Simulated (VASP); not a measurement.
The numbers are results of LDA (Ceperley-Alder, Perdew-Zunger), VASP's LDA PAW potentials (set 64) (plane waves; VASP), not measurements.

Input for VASP

INCAR:
```
SYSTEM = BaTiO3
PREC = Accurate; ENCUT = 520; LREAL = .FALSE.
LASPH = .TRUE.; ICHARG = 11
EDIFF = 1E-7; NELM = 100; ALGO = Normal
LMAXMIX = 4
ISMEAR = 0; SIGMA = 0.05
LWAVE = .FALSE.; LCHARG = .FALSE.; LORBIT = 11
```

KPOINTS:
```
k-points along high-symmetry lines
12
Line-mode
Reciprocal
  0.000000   0.000000   0.000000 ! GAMMA
  0.500000   0.500000   0.500000 ! T

  0.500000   0.500000   0.500000 ! T
  0.502840   0.497160   0.500000 ! H_2

  0.500000  -0.497160   0.497160 ! H_0
  0.500000   0.000000   0.000000 ! L

  0.500000   0.000000   0.000000 ! L
  0.000000   0.000000   0.000000 ! GAMMA

  0.000000   0.000000   0.000000 ! GAMMA
  0.498580  -0.498580   0.000000 ! S_0

  0.501420   0.000000   0.498580 ! S_2
  0.500000   0.000000   0.500000 ! F

  0.500000   0.000000   0.500000 ! F
  0.000000   0.000000   0.000000 ! GAMMA
```

### POSCAR
```
BaTiO3
1
    2.8007113060     1.6169916250     2.2900023604
   -2.8007113060     1.6169916250     2.2900023604
   -0.0000000000    -3.2339832500     2.2900023604
Ba Ti O
1 1 3
Direct
  0.9987213028   0.9987213028   0.9987213028
  0.5080576300   0.5080576300   0.5080576300
  0.4896969498   0.9849171677   0.4896969498
  0.4896969498   0.4896969498   0.9849171677
  0.9849171677   0.4896969498   0.4896969498
```

POTCAR, in this order: Ba_sv Ti_sv O (LDA.64 set). Program: vasp_std. Read from the step before: CHGCAR.

The resulting files:

OUTCAR:
```
 ion  position               nearest neighbor table
   1  0.999  0.999  0.999-   3 2.75   5 2.75   4 2.75   4 2.80   4 2.80   3 2.80   5 2.80   3 2.80
                             5 2.80   5 2.85   3 2.85   4 2.85   2 3.37   2 3.41   2 3.41   2 3.41
   2  0.508  0.508  0.508-   3 1.89   5 1.89   4 1.89   3 2.08   5 2.08   4 2.08   1 3.37   1 3.41
                             1 3.41   1 3.41   1 3.45   1 3.45   1 3.45   1 3.50
   3  0.490  0.985  0.490-   2 1.89   2 2.08   1 2.75   1 2.80   1 2.80   1 2.85
   4  0.490  0.490  0.985-   2 1.89   2 2.08   1 2.75   1 2.80   1 2.80   1 2.85
   5  0.985  0.490  0.490-   2 1.89   2 2.08   1 2.75   1 2.80   1 2.80   1 2.85
  LATTYP: Found a trigonal (rhomboedric) cell.
 ALAT       =     3.9626706237
 COS(alpha) =     0.0009416805
 Subroutine PRICEL returns:
 Original cell was already a primitive cell.
 Subroutine GETGRP returns: Found  6 space group operations
The static configuration has the point symmetry C_3v.
The dynamic configuration has the point symmetry C_3v.
 Subroutine INISYM returns: Found  6 space group operations
   k-points           NKPTS =     84   k-points in BZ     NKDIM =     84   number of bands    NBANDS=     24
   number of dos      NEDOS =    301   number of ions     NIONS =      5
   total plane-waves  NPLWV =  27000
   dimension x,y,z NGX =    30 NGY =   30 NGZ =   30
   dimension x,y,z NGXF=    60 NGYF=   60 NGZF=   60
   ions per type =               1   1   3
   PREC   = accura    normal or accurate (medium, high low for compatibility)
   ISTART =      0    job   : 0-new  1-cont  2-samecut
   ICHARG =     11    charge: 1-file 2-atom 10-const
   ISPIN  =      1    spin polarized calculation?
   LNONCOLLINEAR =      F non collinear calculations
   LSORBIT =      F    spin-orbit coupling
   INIWAV =      1    electr: 0-lowe 1-rand  2-diag
   ENCUT  =  520.0 eV  38.22 Ry    6.18 a.u.   7.37  7.37  7.37*2*pi/ulx,y,z
   NELM   =    100;   NELMIN=  2; NELMDL= -5     # of ELM steps
   EDIFF  = 0.1E-06   stopping-criterion for ELM
   LREAL  =      F    real-space projection
   NLSPLINE    = F    spline interpolate recip. space projectors
   LMAXMIX     =    4 max onsite mixed and CHGCAR
   VOSKOWN=      0    Vosko Wilk Nusair interpolation
   EDIFFG = 0.1E-05   stopping-criterion for IOM
   NSW    =      0    number of steps for IOM
   NBLOCK =      1;   KBLOCK =      1    inner block; outer block
...
```

**OSZICAR**
```
       N       E                     dE             d eps       ncg     rms          rms(c)
DAV:   1     0.419313081759E+03    0.41931E+03   -0.21873E+04  4032   0.184E+03
DAV:   2     0.658962443907E+01   -0.41272E+03   -0.40553E+03  4608   0.486E+02
DAV:   3    -0.407580465359E+02   -0.47348E+02   -0.45450E+02  6752   0.141E+02
DAV:   4    -0.425497464464E+02   -0.17917E+01   -0.17907E+01  4968   0.268E+01
DAV:   5    -0.426269290006E+02   -0.77183E-01   -0.77181E-01  5856   0.421E+00
DAV:   6    -0.426277772482E+02   -0.84825E-03   -0.84824E-03  5208   0.451E-01
DAV:   7    -0.426277934857E+02   -0.16237E-04   -0.16237E-04  5936   0.573E-02
DAV:   8    -0.426277937962E+02   -0.31050E-06   -0.31049E-06  5232   0.610E-03
DAV:   9    -0.426277938038E+02   -0.75988E-08   -0.75819E-08  4016   0.854E-04
   1 F= -.42627794E+02 E0= -.42627794E+02  d E =-.509048E-14
```

File OUTCAR:
```
 val. band max:        3.7303567055   @ k =   0.5000   0.5000   0.5000

 cond. band min:       5.8045335144   @ k =   0.0000   0.0000   0.0000



 k-point     1 :       0.0000    0.0000    0.0000
  band No.  band energies     occupation
      1     -51.8511      2.00000
      2     -28.5090      2.00000
      3     -28.5090      2.00000
      4     -28.5030      2.00000
      5     -20.8549      2.00000
      6     -12.8827      2.00000
      7     -12.1892      2.00000
      8     -12.1892      2.00000
      9      -6.0823      2.00000
     10      -6.0809      2.00000
     11      -6.0809      2.00000
     12       1.4846      2.00000
     13       1.4846      2.00000
     14       1.4894      2.00000
     15       2.4408      2.00000
     16       2.4408      2.00000
     17       2.5796      2.00000
     18       3.3658      2.00000
     19       3.4689      2.00000
     20       3.4689      2.00000
     21       5.8045      0.00000
     22       5.8045      0.00000
     23       5.9127      0.00000
     24       8.1856      0.00000

 k-point     2 :       0.0455    0.0455    0.0455
  band No.  band energies     occupation
      1     -51.8510      2.00000
      2     -28.5101      2.00000
      3     -28.5101      2.00000
      4     -28.5042      2.00000
      5     -20.8464      2.00000
      6     -12.8852      2.00000
      7     -12.1869      2.00000
      8     -12.1869      2.00000
      9      -6.0774      2.00000
     10      -6.0774      2.00000
     11      -6.0363      2.00000
     12       1.3967      2.00000
     13       1.4561      2.00000
     14       1.4561      2.00000
     15       2.3260      2.00000
     16       2.3260      2.00000
     17       2.6004      2.00000
     18       3.2277      2.00000
     19       3.4239      2.00000
     20       3.4239      2.00000
     21       5.8900      0.00000
     22       5.8900      0.00000
     23       5.9677      0.00000
     24       8.2797      0.00000

...
```

The density is held fixed in this step, so its total energy and stress have no physical meaning. Unless said otherwise, spin-orbit coupling is left out, though it shifts the bands of the heavy elements here.

The structure comes from a computed database's BaTiO3 entry (R3m); how it stands against other phases isn't given here. It was relaxed first, which changed the volume by -5 %.
